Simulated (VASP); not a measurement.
All values below come from PBE GGA, VASP's PBE PAW potentials (set 64) (plane waves; VASP 6.6.1).

VASP ran on this input.

**POSCAR**
```
Nb3Sn
1.0
  5.3016640000   0.0000000000   0.0000000000
  0.0000000000   5.3016640000   0.0000000000
  0.0000000000   0.0000000000   5.3016640000
Nb Sn
6 2
Cartesian
  1.3254160000   0.0000000000   2.6508320000
  3.9762480000   0.0000000000   2.6508320000
  2.6508320000   3.9762480000   0.0000000000
  2.6508320000   1.3254160000   0.0000000000
  0.0000000000   2.6508320000   3.9762480000
  0.0000000000   2.6508320000   1.3254160000
  0.0000000000   0.0000000000   0.0000000000
  2.6508320000   2.6508320000   2.6508320000
```

File KPOINTS:
```
Automatic mesh
0
Gamma
4 4 4
0 0 0
```

### INCAR
```
LASPH = .True.
GGA = PE   # PBE
LREAL = .False.   # projection in real space or not
LMAXMIX = 4   # l cut-off of mixed one-centre charges
SIGMA = 0.1
ALGO = Normal
PREC = Accurate
EDIFF = 1E-6
LCHARG = .False.
ISMEAR = 1   # Methfessel-Paxton
ENCUT = 300   # plane-wave cut-off (eV)
ISIF = 2
NELM = 100
SYSTEM = Nb3Sn
LWAVE = .False.
```

POTCAR, in this order: Nb_sv Sn_d (PBE.64 set). Program: vasp_std.

Output of the run:

### OUTCAR
```
 ion  position               nearest neighbor table
   1  0.250  0.000  0.500-   2 2.65   2 2.65   8 2.96   7 2.96   8 2.96   7 2.96
   2  0.750  0.000  0.500-   1 2.65   1 2.65   8 2.96   7 2.96   8 2.96   7 2.96
   3  0.500  0.750  0.000-   4 2.65   4 2.65   8 2.96   8 2.96   7 2.96   7 2.96
   4  0.500  0.250  0.000-   3 2.65   3 2.65   8 2.96   8 2.96   7 2.96   7 2.96
   5  0.000  0.500  0.750-   6 2.65   6 2.65   8 2.96   7 2.96   7 2.96   8 2.96
   6  0.000  0.500  0.250-   5 2.65   5 2.65   8 2.96   7 2.96   7 2.96   8 2.96
   7  0.000  0.000  0.000-   1 2.96   2 2.96   3 2.96   4 2.96   5 2.96   6 2.96   1 2.96   2 2.96
                             5 2.96   6 2.96   3 2.96   4 2.96
   8  0.500  0.500  0.500-   1 2.96   2 2.96   3 2.96   4 2.96   5 2.96   6 2.96   3 2.96   4 2.96
                             1 2.96   2 2.96   5 2.96   6 2.96
  LATTYP: Found a simple cubic cell.
 ALAT       =     5.3016640000
 Subroutine PRICEL returns:
 Original cell was already a primitive cell.
 Subroutine GETGRP returns: Found 48 space group operations
The static configuration has the point symmetry T_h .
 The point group associated with its full space group is O_h .
The dynamic configuration has the point symmetry T_h .
 Subroutine INISYM returns: Found 48 space group operations
 Subroutine IBZKPT returns following result:
 Found     10 irreducible k-points:

 Following reciprocal coordinates:
            Coordinates               Weight
  0.000000  0.000000  0.000000      1.000000
  0.250000  0.000000  0.000000      6.000000
  0.500000  0.000000  0.000000      3.000000
  0.250000  0.250000  0.000000     12.000000
  0.500000  0.250000  0.000000     12.000000
  0.500000  0.500000  0.000000      3.000000
  0.250000  0.250000  0.250000      8.000000
  0.500000  0.250000  0.250000     12.000000
  0.500000  0.500000  0.250000      6.000000
  0.500000  0.500000  0.500000      1.000000
   k-points           NKPTS =     10   k-points in BZ     NKDIM =     10   number of bands    NBANDS=     63
   number of dos      NEDOS =    301   number of ions     NIONS =      8
   total plane-waves  NPLWV =  27000
   dimension x,y,z NGX =    30 NGY =   30 NGZ =   30
   dimension x,y,z NGXF=    60 NGYF=   60 NGZF=   60
...
```

### OSZICAR
```
       N       E                     dE             d eps       ncg     rms          rms(c)
DAV:   1     0.132791594945E+04    0.13279E+04   -0.39213E+04  1314   0.160E+03
DAV:   2     0.130707048653E+03   -0.11972E+04   -0.11732E+04  1275   0.613E+02
DAV:   3    -0.516827101272E+02   -0.18239E+03   -0.17585E+03  1714   0.204E+02
DAV:   4    -0.719271835769E+02   -0.20244E+02   -0.19668E+02  1936   0.611E+01
DAV:   5    -0.733634524779E+02   -0.14363E+01   -0.14137E+01  2224   0.145E+01    0.183E+01
DAV:   6    -0.706126159992E+02    0.27508E+01   -0.80219E+00  1704   0.134E+01    0.611E+00
DAV:   7    -0.703337318037E+02    0.27888E+00   -0.17496E+00  1912   0.623E+00    0.247E+00
DAV:   8    -0.703232673748E+02    0.10464E-01   -0.17862E-01  1880   0.208E+00    0.686E-01
DAV:   9    -0.703229861808E+02    0.28119E-03   -0.25611E-02  1824   0.808E-01    0.300E-01
DAV:  10    -0.703231327733E+02   -0.14659E-03   -0.38085E-03  2024   0.306E-01    0.395E-02
DAV:  11    -0.703231071714E+02    0.25602E-04   -0.28461E-04  1872   0.790E-02    0.234E-02
DAV:  12    -0.703230955100E+02    0.11661E-04   -0.20600E-05  2016   0.227E-02    0.530E-03
DAV:  13    -0.703230940986E+02    0.14114E-05   -0.17505E-06  1096   0.668E-03    0.281E-03
DAV:  14    -0.703230933435E+02    0.75505E-06   -0.43592E-07   992   0.444E-03
   1 F= -.70323093E+02 E0= -.70317861E+02  d E =-.156965E-01
```

### OUTCAR
```
------------------------ aborting loop because EDIFF is reached ----------------------------------------
  FORCE on cell =-STRESS in cart. coord.  units (eV):
  Direction    XX          YY          ZZ          XY          YZ          ZX
  --------------------------------------------------------------------------------------
  Total        0.2374969      0.2374969      0.2374969     -0.0000000     -0.0000000      0.0000000
  in kB        2.5534772      2.5534772      2.5534772     -0.0000000     -0.0000000      0.0000000
  external PRESSURE =       2.5534772 kB  Pullay stress =       0.0000000 kB
  volume of cell :      149.02
      direct lattice vectors                 reciprocal lattice vectors
     5.301664000  0.000000000  0.000000000     0.188620026  0.000000000  0.000000000
     0.000000000  5.301664000  0.000000000     0.000000000  0.188620026  0.000000000
     0.000000000  0.000000000  5.301664000     0.000000000  0.000000000  0.188620026
 POSITION                                       TOTAL-FORCE (eV/Angst)
 -----------------------------------------------------------------------------------
      1.32542      0.00000      2.65083         0.000000     -0.000000     -0.000000
      3.97625      0.00000      2.65083        -0.000000     -0.000000      0.000000
      2.65083      3.97625      0.00000        -0.000000      0.000000      0.000000
      2.65083      1.32542      0.00000         0.000000     -0.000000     -0.000000
      0.00000      2.65083      3.97625         0.000000      0.000000      0.000000
      0.00000      2.65083      1.32542         0.000000      0.000000     -0.000000
      0.00000      0.00000      0.00000        -0.000000     -0.000000      0.000000
      2.65083      2.65083      2.65083        -0.000000     -0.000000      0.000000
 -----------------------------------------------------------------------------------
    total drift:                                0.000000      0.000000      0.000000
  FREE ENERGIE OF THE ION-ELECTRON SYSTEM (eV)
  ---------------------------------------------------
  free  energy   TOTEN  =       -70.3230933435 eV

  energy  without entropy=      -70.3073968480  energy(sigma->0) =      -70.31786118
```
(Selected blocks of OUTCAR.)

At this cut-off the stress carries a Pulay error, which pulls relaxed volumes low.

The structure comes from a computed database's Nb3Sn entry; how it stands against other phases isn't given here. The cell was not relaxed at this level.
